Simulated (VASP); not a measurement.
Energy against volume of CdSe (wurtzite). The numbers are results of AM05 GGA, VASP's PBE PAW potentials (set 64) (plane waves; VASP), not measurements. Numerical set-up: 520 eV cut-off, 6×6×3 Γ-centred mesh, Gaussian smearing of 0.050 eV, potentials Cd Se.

Shape and ions are relaxed at each volume.

```tsv
V (Å³/atom)	E (eV/atom)
26.904	-2.82907
27.763	-2.84273
28.621	-2.84701
29.480	-2.84341
```

Fit these four points and predict the energy of the run at 30.339 Å³/atom.

A cubic in V^(−2/3), the third-order Birch-Murnaghan form, passes through the four points with V0 = 28.63 Å³/atom and B0 = 49 GPa, and gives -2.8332 eV/atom there. The run gave -2.8331 eV/atom, +0.0 meV/atom from the fit; all five points give B0 = 49 GPa.

The compound is CdSe in the wurtzite structure. It was relaxed first.
